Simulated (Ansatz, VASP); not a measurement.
Given: the input of a run of Ansatz 0.2.0 on CsBa3.

File input.yaml:

```yaml
crystal:
  lattice:
    - [0.0, 5.221284, 5.221284]
    - [5.221284, 0.0, 5.221284]
    - [5.221284, 5.221284, 0.0]
  atoms:
    - { symbol: Ba, position: [0.501227, 0.497169, 0.496769] }
    - { symbol: Ba, position: [0.759053, 0.746036, 0.756299] }
    - { symbol: Ba, position: [0.251952, 0.250994, 0.245781] }
    - { symbol: Cs, position: [0.008474, 0.000355, -0.007304] }
hamiltonian:
  xc: pbe
  pseudopotentials: { kind: paw }
kpoints:
  mp_grid: { grid: [5, 5, 5] }
scf:
  occupations: { method: fermi_dirac, width: 0.05 }
output:
  forces: true
  stress: true
  eigenvalues: true
```

Potentials or basis: Ansatz PAW.

The run is started by

```console
$ ansatz run input.yaml --threads 2 --pin off --max-ram 5120MiB --backend cpu --events-out ev --progress --plain --runs-dir out
```

Question: Set up the same calculation for VASP 6.6.1. Potentials there: VASP PAW PBE potentials, release 64 (Ba_sv, Cs_sv).

Answer: As run (the cutoff follows the program's own potentials):

Contents of INCAR:

```
PREC     = Accurate       # precision mode
ENCUT    = 520            # plane-wave cutoff, eV
EDIFF    = 1E-7           # SCF threshold, eV
ISMEAR   = -1             # smearing method
SIGMA    = 0.05           # smearing width, eV
LREAL    = F              # projectors in reciprocal space
LASPH    = T              # aspherical terms in the spheres
NELM     = 100            # most SCF steps
ALGO     = Normal         # electronic algorithm
ISIF     = 2              # what is computed and relaxed
LWAVE    = F              # write WAVECAR
LCHARG   = F              # write CHGCAR
GGA      = PE             # functional
NBANDS   = 28             # bands
```

The input KPOINTS:

```
Automatic mesh
0
Gamma
  5 5 5
```

The input POSCAR:

```
CsBa3
1.0
    0.0000000000      5.2212840000      5.2212840000
    5.2212840000      0.0000000000      5.2212840000
    5.2212840000      5.2212840000      0.0000000000
Ba Cs
3 1
Direct
    0.5012270000      0.4971690000      0.4967690000
    0.7590530000      0.7460360000      0.7562990000
    0.2519520000      0.2509940000      0.2457810000
    0.0084740000      0.0003550000     -0.0073040000
```

Potentials or basis: VASP PAW PBE potentials, release 64 (Ba_sv, Cs_sv).

The run is started by

```sh
$ cat potpaw_PBE.64/Ba_sv/POTCAR potpaw_PBE.64/Cs_sv/POTCAR > POTCAR
$ mpirun -np 1 vasp_std > vasp.out
```

Both were run:

|  | VASP | Ansatz | Ansatz less VASP |
| --- | --- | --- | --- |
| gap on the k mesh at the Fermi level (eV) | none | none | - |
| pressure (GPa) | 0.1 | 0.0 | -0.02 |
| rms of the force components (eV/Å) | 0.037 | 0.037 | -0.0004 |

Atom by atom the forces differ by 0.000 eV/Å (rms over components). A gap of «none» marks a metal or a gap that the smearing closes.

Spin-orbit coupling is left out, which matters for the levels of Ba, Cs.
